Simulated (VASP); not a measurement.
Here is a VASP 6.6.1 calculation.

File INCAR:

```
ALGO     = Normal         # electronic algorithm
EDIFF    = 1E-7           # SCF threshold, eV
EDIFFG   = -0.005         # ionic threshold
ENCUT    = 600            # plane-wave cutoff, eV
GGA      = PS             # functional
IBRION   = 2              # ionic algorithm
ISIF     = 3              # what is computed and relaxed
ISMEAR   = 0              # smearing method
LASPH    = True           # aspherical terms in the spheres
LCHARG   = False          # write CHGCAR
LREAL    = False          # projectors in reciprocal space
LUSENCCL = False        
LWAVE    = False          # write WAVECAR
NELM     = 80             # most SCF steps
NSW      = 90             # ionic steps
PREC     = Accurate       # precision mode
SIGMA    = 0.03           # smearing width, eV
```

The input KPOINTS:

```
k-points
0
Gamma
  6 6 6
```

The input POSCAR:

```
ScAl3N4                                 
1.0
    0.0000000000      0.0000000000     -4.9964489606
    3.2389934597      5.6101012500     -0.0000000000
    3.2084786872     -5.5924835379      0.0000000000
  Sc              Al              N             
     2     6     8
Direct
     0.0117639373799312    0.1611665007983934    0.3223329915968007
     0.5117639373799310    0.3388334992016065    0.6776670084031992
     0.0024765057488328    0.1639436346516140    0.8349743061337231
     0.0056794743082389    0.6653501363042861    0.3307002626085759
     0.0024765057488328    0.6710306814821022    0.8349743061337396
     0.5024765057488327    0.3360563653483861    0.1650256938662768
     0.5056794743082388    0.8346498636957139    0.6692997373914239
     0.5024765057488327    0.8289693185178978    0.1650256938662603
     0.5873272613181357    0.1587555555812468    0.3175111011624155
     0.6247083716151683    0.1543979872282127    0.8452022051616801
     0.6208595722656818    0.6675242117260040    0.3350484134520101
     0.6247083716151683    0.6908042279334357    0.8452022051616528
     0.0873272613181359    0.3412444444187533    0.6824888988375848
     0.1247083716151682    0.3456020127717873    0.1547977948383201
     0.1208595722656818    0.8324757882739960    0.6649515865479898
     0.1247083716151682    0.8091957720665643    0.1547977948383473
```

Potentials or basis: VASP PAW PBE potentials, release 64 (Sc_sv, Al, N).

Launch:

```bash
$ cat potpaw_PBE.64/Sc_sv/POTCAR potpaw_PBE.64/Al/POTCAR potpaw_PBE.64/N/POTCAR > POTCAR
$ mpirun -np 1 vasp_std > vasp.out
```

Q: Predict the relaxed volume.

A: 11.28 Å³/atom.

Q: What does it give for the space group after relaxing (to 0.05 Å)?

A: Cmc2_1 (No. 36).

Q: Predict the relaxed cell.

A: a = 4.997 Å, b = 6.478 Å, c = 6.448 Å, α = 120.15°, β = 90.00°, γ = 90.00°.

Forces on the atoms (eV/Å):
```
Sc   0.000  0.000  0.003
Sc   0.000  0.000  0.003
Al   0.000 -0.001 -0.001
Al   0.000  0.000  0.002
Al   0.000  0.001 -0.001
Al   0.000  0.001 -0.001
Al   0.000  0.000  0.002
Al   0.000 -0.001 -0.001
N    0.000  0.000  0.001
N    0.004  0.000 -0.001
N    0.001 -0.001 -0.001
N    0.002 -0.003 -0.001
N    0.000  0.000  0.001
N   -0.004  0.000 -0.001
N   -0.001  0.001 -0.001
N   -0.002  0.003 -0.001
```

Caveat: the PAW data sets were made with another functional, which shifts forces and pressure a little.
